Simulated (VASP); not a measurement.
A convergence study with VASP on InSb (zinc blende): one setting is varied, all else stays as given below, so the limit is that of these other settings.

```
CELL_PARAMETERS angstrom
      0.00000     3.24000     3.24000
      3.24000     0.00000     3.24000
      3.24000     3.24000     0.00000
ATOMIC_POSITIONS crystal
  In 0.00000 0.00000 0.00000
  Sb 0.25000 0.25000 0.25000
```

Method: PBE GGA, VASP's PBE PAW potentials (set 64) (plane waves; VASP). The tightest run used: 550 eV cut-off, 16×16×16 Γ-centred mesh, tetrahedra with Blöchl corrections, potentials In_d Sb.

```csv
setting,E (eV/atom),pressure (GPa),irreducible k-points
3×3×3 mesh,-3.2127,4.76,4
4×4×4 mesh,-3.3779,3.62,8
5×5×5 mesh,-3.4259,3.28,10
6×6×6 mesh,-3.4423,3.16,16
7×7×7 mesh,-3.4487,3.12,20
8×8×8 mesh,-3.4515,3.10,29
9×9×9 mesh,-3.4527,3.09,35
```

Q: These are the cheaper rows. Estimate the results at 16×16×16 mesh, and how far the last row shown lies from them.

A: 
```
quantity        tightest run  last row shown is off by
--------------  ------------  ------------------------
E (eV/atom)          -3.4541                    0.0014
pressure (GPa)          3.08                      0.01
```

Left out are rungs that failed or repeat a setting and relaxations that didn't move; long series are thinned to 24 rows.

The compound is InSb in the zinc blende structure. The cell was not relaxed at this level.
